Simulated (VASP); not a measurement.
VASP input:

KPOINTS:
```
Regular mesh
0
G
 8 8 8
0 0 0
```

INCAR:
```
SYSTEM = Li
PREC = Normal
ENCUT = 500
EDIFF = 1E-8
NELM = 100
ALGO = Normal
LREAL = .FALSE.
LASPH = .TRUE.
ISMEAR = -1
SIGMA = 0.1
GGA = PE
LWAVE = .TRUE.
LCHARG = .FALSE.
```

### POSCAR
```
Li
3.1009690
 -0.5773501767   0.5773501767   0.5773501767
  0.5773501767  -0.5773501767   0.5773501767
  0.5773501767   0.5773501767  -0.5773501767
Li
1
Direct
  0.0000000000   0.0000000000   0.0000000000
```

POTCAR, in this order: Li_sv_GW (PBE.64 set). Program: vasp_std.

Q: Translate this PBE calculation to Ansatz.

A: One equivalent input (not run):
Ansatz 0.2 input:
```yaml
crystal:
  lattice:
    - [-1.7903450, 1.7903450, 1.7903450]
    - [1.7903450, -1.7903450, 1.7903450]
    - [1.7903450, 1.7903450, -1.7903450]
  atoms:
    - { symbol: Li, position: [0.0000000, 0.0000000, 0.0000000] }
kpoints:
  mp_grid: { grid: [8, 8, 8] }
hamiltonian:
  xc: pbe
  pseudopotentials: { kind: paw }
scf:
  occupations: { method: fermi_dirac, width: 0.1 }
  max_iter: 100
output: { forces: true, stress: true, eigenvalues: true }
```
What does not carry over: each code has its own PAW files, so the cut-off isn't converted (ENCUT is set for VASP's; basis.ecutwfc is left out, and Ansatz then takes the one that its files recommend); Ansatz stops its SCF on the density residual and VASP on the energy change (EDIFF).

The compound is Li in the bcc structure. This cell is one point of a volume scan, at 1.08 of the reference volume. The k-mesh is coarse (spacing up to 0.31 per Å, 2π included), so the numbers may not be converged in it.
